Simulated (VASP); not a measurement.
Runs of VASP 6.6.1 on Pd. It takes space group Fm-3m (No. 225, cubic). Conventional cell: a = 3.917 Å, b = 3.917 Å, c = 3.917 Å, α = 90.00°, β = 90.00°, γ = 90.00°. Pd (site symmetry m-3m) is surrounded by 12 Pd at 2.77 Å. 

| task | level | potentials or basis | cell | k mesh | cutoff (eV) | mesh quality | gap on the mesh (eV) | pressure (GPa) | relaxed volume (Å³/atom) |
| --- | --- | --- | --- | --- | --- | --- | --- | --- | --- |
| relaxation of cell and atoms | PBE+D3(BJ) | VASP PAW PBE potentials, release 64 (Pd) | relaxed | 18 × 18 × 18 | 600 | not flagged | none | 0.0 | 14.68 |
| relaxation of cell and atoms | RPBE | VASP PAW PBE potentials, release 64 (Pd) | relaxed | 18 × 18 × 18 | 600 | not flagged | none | 0.0 | (a) |
| relaxation of cell and atoms | LDA | VASP PAW LDA potentials, release 64 (Pd) | relaxed | 18 × 18 × 18 | 600 | not flagged | none | 0.0 | (b) |
| relaxation of cell and atoms | PBEsol | VASP PAW PBE potentials, release 64 (Pd) | relaxed | 18 × 18 × 18 | 580 | not flagged | none | 0.0 | 14.52 |
| relaxation of cell and atoms | PBEsol | VASP PAW PBE potentials, release 64 (Pd) | relaxed | 18 × 18 × 18 | 480 | not flagged | none | 0.0 | 14.52 |
| single point | PBEsol | VASP PAW PBE potentials, release 64 (Pd) | as given | 18 × 18 × 18 | 520 | not flagged | none | -6.4 | - |
| relaxation of cell and atoms | PBEsol | VASP PAW PBE potentials, release 64 (Pd) | relaxed | 18 × 18 × 18 | 300 | not flagged | none | 0.1 | 14.49 |
| relaxation of cell and atoms | PBE | VASP PAW PBE potentials, release 64 (Pd) | relaxed | 18 × 18 × 18 | 600 | not flagged | none | 0.0 | 15.29 |
| relaxation of cell and atoms | PBEsol | VASP PAW PBE potentials, release 64 (Pd) | relaxed | 6 × 6 × 6 | 600 | coarse | none | 0.0 | 14.43 |
| relaxation of cell and atoms | PBEsol | VASP PAW PBE potentials, release 64 (Pd) | relaxed | 18 × 18 × 18 | 600 | not flagged | none | 0.0 | 14.52 |

Alike in all rows: no spin polarisation; smearing gaussian 0.1 eV.

Fill in the values left out.

(a) 15.72; (b) 14.16.

Caveats: some runs use coarse meshes; the PAW data sets were made with another functional, which shifts forces and pressure a little (some runs); pairwise dispersion overbinds metals, which lowers pressure and volume (some runs); the cutoff is under 1.25 times the usual one of these potentials, so pressure, stress and relaxed cells hold a basis-set (Pulay) error (some runs).

A k mesh can miss the band edges, and the runs leave out spin-orbit coupling on Pd.

A gap of «none» marks a metal or a gap under the smearing width.

Not every run made on this cell is shown here.
